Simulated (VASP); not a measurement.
Data:

```xyz
2
Lattice="4.4761 0.0000 0.0000 0.0000 4.4761 0.0000 0.0000 0.0000 4.4761" Properties=species:S:1:pos:R:3 pbc="T T T"
Cs     0.0000     0.0000     0.0000
Br     2.2381     2.2381     2.2381
```

These are PBE GGA with D3 dispersion (zero damping), VASP's PBE PAW potentials (set 64) (plane waves; VASP) values and carry that method's errors. Settings: 520 eV cut-off, 6×6×6 Γ-centred mesh, Gaussian smearing of 0.050 eV, potentials Cs_sv Br.

Unless said otherwise, spin-orbit coupling is left out, though it shifts the bands of the heavy elements here.

Task: Predict the energy per atom (σ→0), band gap (on the k-mesh) with the smallest direct gap where there is one.

Result: 
```
Quantity                                      Value
-----------------------------------  --------------
band gap (on the k-mesh)                    4.04 eV
smallest direct gap (on the k-mesh)         4.08 eV
energy per atom (σ→0)                -3272 meV/atom
```

The compound is CsBr in the CsCl type structure. This cell is one point of a volume scan, at 1.06 of the reference volume.
